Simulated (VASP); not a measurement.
Data:

```
AlN
1.0
    1.55765    -2.69794     0.00000
    1.55765     2.69794     0.00000
    0.00000     0.00000     4.98991
Al N
2 2
Cartesian
  1.55765  -0.89931   2.49549
  1.55765   0.89931   0.00053
  1.55765  -0.89931   4.40057
  1.55765   0.89931   1.90561
```

Computed with PBE GGA with D3 dispersion (zero damping), VASP's PBE PAW potentials (set 64) (plane waves; VASP). Numerical set-up: 520 eV cut-off, 9×9×5 Γ-centred mesh, tetrahedra with Blöchl corrections, potentials Al N.

The cores are frozen, which limits the accuracy of field gradients.

Q: Give the principal components of the electric field gradient (V/Å²) and the asymmetry η at each nucleus.

A: 
| atom | Vxx | Vyy | Vzz | η |
|---|---|---|---|---|
| Al1 | -2.5 | -2.5 | 5.0 | 0.00 |
| Al2 | -2.5 | -2.5 | 5.0 | 0.00 |
| N3 | -0.1 | -0.1 | 0.1 | - |
| N4 | -0.1 | -0.1 | 0.1 | - |

The compound is AlN in the wurtzite structure. It was relaxed first.
